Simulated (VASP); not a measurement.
Given:

```xyz
5
Lattice="1.9388 1.1194 9.0000 -1.9388 1.1194 9.0000 0.0000 -2.2387 9.0000" Properties=species:S:1:pos:R:3 pbc="T T T"
Sm     0.0000     0.0000    10.7730
Sm     0.0000     0.0000    16.2270
S      0.0000     0.0000     0.0000
S      0.0000     0.0000     5.6160
S      0.0000     0.0000    21.3840
```

Level of theory: PBE GGA, VASP's PBE PAW potentials (set 64) (plane waves; VASP). Settings: 400 eV cut-off, 6×6×6 Γ-centred mesh, Gaussian smearing of 0.050 eV, potentials Sm_3 S.

The 4f electrons are frozen in the core of the lanthanide potential, so 4f levels, which can set the real gap, and their magnetism are missing.

Problem. Give the force on each atom (eV/Å).

Solution. 
| atom | Fx | Fy | Fz |
|---|---|---|---|
| Sm1 | 0.000 | 0.000 | 1.957 |
| Sm2 | 0.000 | 0.000 | -1.957 |
| S3 | 0.000 | 0.000 | 0.000 |
| S4 | 0.000 | 0.000 | 2.187 |
| S5 | 0.000 | 0.000 | -2.187 |

Problem. Give the stress tensor in GPa (positive for a compressed cell).

Solution. 
```
5.59  0.00  0.00
0.00  5.59  0.00
0.00  0.00  0.36
```
The pressure is its mean diagonal, 3.85 GPa.

The structure was generated: Sm2S3 was put into the Bi2Te3 type (R-3m), which need not be its known phase. The cell was not relaxed at this level.
